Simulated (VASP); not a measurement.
Energy against volume of As (a7). Method: LDA (Ceperley-Alder, Perdew-Zunger), VASP's LDA PAW potentials (set 64) (plane waves; VASP). Settings: 520 eV cut-off, 12×12×12 Γ-centred mesh, first-order Methfessel-Paxton smearing of 0.10 eV, potentials As.

Shape and ions are relaxed at each volume.

```
V (Å³/atom)  E (eV/atom)
-----------  -----------
19.229          -5.37828
19.843          -5.38969
20.456          -5.39291
21.070          -5.38941
```

### Question
Fit these four points and predict the energy of the run at 21.684 Å³/atom.

### Answer
A cubic in V^(−2/3), the third-order Birch-Murnaghan form, passes through the four points with V0 = 20.42 Å³/atom and B0 = 59 GPa, and gives -5.3804 eV/atom there. The run gave -5.3806 eV/atom, -0.2 meV/atom from the fit; all five points give B0 = 58 GPa.

The compound is As in the a7 structure. It was relaxed first, which changed the volume by -5 %.
